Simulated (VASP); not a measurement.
Data:

```xyz
2
Lattice="2.8560 0.0000 0.0000 0.0000 2.8560 0.0000 0.0000 0.0000 3.7434" Properties=species:S:1:pos:R:3 pbc="T T T"
Cu     0.0000     0.0000     0.0000
Au     1.4280     1.4280     1.8717
```

All values below come from PBE GGA, VASP's PBE PAW potentials (set 64) (plane waves; VASP 6.6.1). Settings: 400 eV cut-off, 8×8×7 Γ-centred mesh, first-order Methfessel-Paxton smearing of 0.10 eV, potentials Cu Au.

Gaps are read on the run's mesh, which can miss a band edge. Unless said otherwise, spin-orbit coupling is left out, though it shifts the bands of the heavy elements here.

### Question
Estimate the energy per atom (σ→0), pressure, band gap (on the k-mesh) with the smallest direct gap where there is one.

### Answer

```json
{
 "band gap (on the k-mesh)": "none (metal, semimetal or under 0.01 eV)",
 "energy per atom (σ→0)": "-3.522 eV/atom",
 "pressure": "-2.18 GPa"
}
```

Total energies compare only between runs with the same potentials, cut-off and functional.

The compound is CuAu in the L1_0 structure. The cell was not relaxed at this level. The run is one of a series of settings (KPOINTS 8×8×7 Γ-centred mesh against the base run), some of them coarse on purpose.
